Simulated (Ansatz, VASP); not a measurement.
Two plane-wave programs on CdCuH4

INCAR

```
SYSTEM = CdCuH4
PREC = Accurate
ENCUT = 600
EDIFF = 1E-6
ISMEAR = 0
SIGMA = 0.1
LREAL = .False.
LASPH = .True.
NELM = 80
ALGO = Fast
ISIF = 3
LWAVE = .False.
LCHARG = .False.
GGA = PE
IBRION = 2
NSW = 100
EDIFFG = -0.01
```

The input KPOINTS:

```
regular mesh
0
Gamma
  12 12 6
  0 0 0
```

Contents of POSCAR:

```
CdCuH4
1.0
    3.1956132657      0.0000000000      0.0000000000
    0.0000000000      3.1956132657      0.0000000000
    0.0000000000      0.0000000000      5.9359057064
Cd Cu H
1 1 4
Direct
    0.5000000000      0.5000000000      0.5000000000
    0.0000000000      0.0000000000      0.0000000000
    0.0000000000      0.0000000000      0.7322384818
    0.5000000000      0.0000000000      0.0000000000
    0.0000000000      0.5000000000      0.0000000000
    0.0000000000      0.0000000000      0.2677615182
```

Input for Ansatz:

```yaml
crystal:
  lattice:
    - [3.1956132657, 0.0, 0.0]
    - [0.0, 3.1956132657, 0.0]
    - [0.0, 0.0, 5.9359057064]
  atoms:
    - { symbol: Cd, position: [0.5, 0.5, 0.5] }
    - { symbol: Cu, position: [0.0, 0.0, 0.0] }
    - { symbol: H, position: [0.0, 0.0, 0.7322384818] }
    - { symbol: H, position: [0.5, 0.0, 0.0] }
    - { symbol: H, position: [0.0, 0.5, 0.0] }
    - { symbol: H, position: [0.0, 0.0, 0.2677615182] }
basis:
  ecutwfc: 420
kpoints:
  mp_grid: { grid: [12, 12, 6] }
hamiltonian:
  xc: pbe
scf:
  occupations: { method: gaussian, width: 0.1 }
output:
  forces: true
  stress: true
  eigenvalues: true
  write_density: true
  write_potential: true
  elf: true
  volumetric_format: npy
relax:
  adjacent_minimum: "off"
  f_tol: 0.01
  max_steps: 80
  cell: { stress_tol: 0.05 }
```

Alike in both runs: task relaxation of cell and atoms; functional PBE; k mesh 12 × 12 × 6; occupations gaussian, width 0.1 eV; no spin polarisation.

|  | VASP | Ansatz |
| --- | --- | --- |
| version | VASP 6.6.1 | Ansatz 0.2.0 |
| potentials or method | VASP PAW PBE potentials, release 64 (Cd, Cu, H) | scalar-relativistic, plane waves, PAW |
| plane-wave cutoff (eV) | 600 | 420 |
| valence electrons in the cell | 27 | 43 |

|  | VASP | Ansatz | Ansatz less VASP |
| --- | --- | --- | --- |
| gap on the k mesh at the Fermi level, each at its own relaxed structure (eV) | none | none | - |
| relaxed volume (Å³/atom) | 10.30 | 10.34 | +0.042 |
| relaxed cell length with the largest relative difference (Å) | 6.100 | 6.131 | +0.0303 |
| energy change over the relaxation (meV/atom) | -2 | -2 | -0.2 |

A gap of «none» marks a metal or a gap that the smearing closes. The two sets of potentials don't hold the same shells in valence.
